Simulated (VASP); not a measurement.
Here is the system:

```xyz
4
Lattice="0.0528 3.7264 3.5320 3.7264 0.0528 3.5320 1.8896 1.8896 0.0000" Properties=species:S:1:pos:R:3 pbc="T T T"
Pd     0.0000     0.0000     0.0000
Cu     1.8632     0.0264     1.7660
Cu     0.0264     1.8632     1.7660
Cu     3.7791     3.7791     3.5320
```

All values below come from PBEsol GGA, VASP's PBE PAW potentials (set 64) (plane waves; VASP). Numerical set-up: 400 eV cut-off, Gaussian smearing of 0.050 eV, potentials Pd Cu.

**Question.** Give the energies of bands 11 to 24 at the high-symmetry points, in eV from the Fermi level.

**Answer.** 
```tsv
band	Γ	Y	C0	Z	A0	T	S	R
11	-2.67	-2.42	-2.57	-3.12	-2.19	-1.56	-2.67	-2.84
12	-2.65	-2.42	-2.56	-3.08	-2.16	-1.51	-2.62	-2.77
13	-2.08	-2.27	-2.44	-2.29	-1.79	-1.46	-2.48	-2.18
14	-1.77	-2.26	-2.44	-2.23	-1.66	-1.38	-2.48	-2.15
15	-1.45	-2.26	-2.43	-2.06	-1.52	-1.34	-2.32	-2.06
16	-1.43	-2.18	-2.40	-2.00	-1.41	-1.02	-2.23	-1.86
17	-1.38	-2.16	-2.20	-1.80	-1.30	-0.91	-2.01	-1.50
18	-0.92	-2.09	-1.73	-1.80	-1.03	-0.85	-1.93	-1.47
19	-0.92	-2.05	-1.65	-1.39	-0.98	-0.76	-1.58	-1.27
20	-0.64	-1.80	-1.56	-0.98	-0.66	-0.61	-1.49	-0.40
21	-0.57	-1.63	-1.25	-0.38	0.82	-0.49	-1.41	0.94
22	-0.44	-1.23	-1.16	1.24	0.86	-0.23	-0.56	1.31
23	-0.21	-0.10	-0.95	6.73	1.30	1.62	1.76	1.65
24	2.83	1.02	3.04	6.86	1.39	1.76	2.54	2.62
```

It has no gap at this level: it comes out as a metal or semimetal.

The structure was generated: Cu3Pd was put into an ordered model structure (Cmmm), which need not be its known phase. It was relaxed first. The electron count is odd and the run is not spin-polarised, which forces a metal.
